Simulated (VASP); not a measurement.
Input:

```
CELL_PARAMETERS angstrom
      1.81559    -3.14469     0.00000
      1.81559     3.14469     0.00000
      0.00000     0.00000     5.70998
ATOMIC_POSITIONS crystal
  Sn 0.00000 0.00000 0.00000
  S  0.33333 0.66667 0.25702
  S  0.66667 0.33333 0.74298
```

All values below come from LDA (Ceperley-Alder, Perdew-Zunger), VASP's LDA PAW potentials (set 64) (plane waves; VASP). Numerical set-up: 400 eV cut-off, 8×8×5 Γ-centred mesh, tetrahedra with Blöchl corrections, potentials Sn_d S.

The cores are frozen, which limits the accuracy of field gradients.

Q: Give the principal components of the electric field gradient (V/Å²) and the asymmetry η at each nucleus.

A: 
```csv
atom,Vxx,Vyy,Vzz,η
Sn1,-6.2,-6.2,12.4,0.00
S2,21.3,21.3,-42.7,0.00
S3,21.3,21.3,-42.7,0.00
```

The compound is SnS2 in the 1T layered structure. It was relaxed first.
